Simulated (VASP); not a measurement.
A convergence study with VASP on TiS2 (1T layered): one setting is varied, all else stays as given below, so the limit is that of these other settings.

```
CELL_PARAMETERS angstrom
      1.70500    -2.95315     0.00000
      1.70500     2.95315     0.00000
      0.00000     0.00000     5.70000
ATOMIC_POSITIONS crystal
  Ti 0.00000 0.00000 0.00000
  S  0.33333 0.66667 0.25000
  S  0.66667 0.33333 0.75000
```

Method: PBE GGA, VASP's PBE PAW potentials (set 64) (plane waves; VASP). The tightest run used: 550 eV cut-off, 16×16×8 Monkhorst-Pack mesh, first-order Methfessel-Paxton smearing of 0.10 eV, potentials Ti_sv S.

Problem. The settings run are 1×1×1 mesh; 2×2×1 mesh; 3×3×2 mesh; 4×4×2 mesh; 5×5×2 mesh; 6×6×3 mesh; 7×7×4 mesh; 8×8×4 mesh; 9×9×4 mesh; 10×10×5 mesh; 11×11×6 mesh; 12×12×6 mesh; 13×13×6 mesh; 14×14×7 mesh; 15×15×8 mesh; 16×16×8 mesh. From which on does the stress (every component) stay within 0.5 GPa of the tightest run?

Solution. From 4×4×2 mesh on: it is off by 0.35 there and by no more than 0.5 in any finer run, while 3×3×2 mesh is off by 2.46.
| setting | E (eV/atom) | pressure (GPa) | irreducible k-points | difference judged (GPa) |
|---|---|---|---|---|
| 1×1×1 mesh | -2.9137 | 38.34 | 1 | 53.56 |
| 2×2×1 mesh | -6.7824 | -1.36 | 2 | 4.46 |
| 3×3×2 mesh | -6.5332 | 2.02 | 4 | 2.46 |
| 4×4×2 mesh | -6.6585 | 0.18 | 10 | 0.35 |
| 5×5×2 mesh | -6.6263 | 0.62 | 7 | 0.27 |
| 6×6×3 mesh | -6.6450 | 0.39 | 33 | 0.10 |
| 7×7×4 mesh | -6.6394 | 0.39 | 24 | 0.16 |
| 8×8×4 mesh | -6.6439 | 0.43 | 72 | 0.05 |
| 9×9×4 mesh | -6.6424 | 0.38 | 38 | 0.16 |
| 10×10×5 mesh | -6.6432 | 0.44 | 140 | 0.11 |
| 11×11×6 mesh | -6.6429 | 0.40 | 78 | 0.12 |
| 12×12×6 mesh | -6.6431 | 0.45 | 234 | 0.04 |
| 13×13×6 mesh | -6.6431 | 0.40 | 105 | 0.10 |
| 14×14×7 mesh | -6.6430 | 0.44 | 371 | 0.10 |
| 15×15×8 mesh | -6.6431 | 0.42 | 184 | 0.08 |
| 16×16×8 mesh | -6.6430 | 0.46 | 544 | 0.00 |

Left out are rungs that failed or repeat a setting and relaxations that didn't move; long series are thinned to 24 rows.

The compound is TiS2 in the 1T layered structure. The cell was not relaxed at this level.
